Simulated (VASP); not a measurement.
Here is the system:

```
CELL_PARAMETERS angstrom
      0.00000     1.63865     1.63865
      1.63865     0.00000     1.63865
      1.63865     1.63865     0.00000
ATOMIC_POSITIONS crystal
  Ni 0.00000 0.00000 0.00000
```
Starting moments (μB, in the order of the record's atoms Ni): 0.6.

All values below come from LDA (Ceperley-Alder, Perdew-Zunger), VASP's LDA PAW potentials (set 64) (plane waves; VASP). Run with 500 eV cut-off, 19×19×19 Γ-centred mesh, first-order Methfessel-Paxton smearing of 0.10 eV, potentials Ni.

Q: What does the run give for the cell moment, energy per atom (σ→0), pressure, band gap (on the k-mesh) with the smallest direct gap where there is one?

A: 
```
Property                                                     Value
------------------------  ----------------------------------------
band gap (on the k-mesh)  none (metal, semimetal or under 0.01 eV)
cell moment                                                0.53 μB
energy per atom (σ→0)                               -6.429 eV/atom
pressure                                                 44.90 GPa
```

Q: Give the moment on each site (PAW-sphere projection).

A: 
```tsv
site	moment (μB)
Ni1	0.52
```

Only differences to runs with the same potentials and settings are physical.

The compound is Ni in the fcc structure. It was relaxed first under an external pressure of 45 GPa.
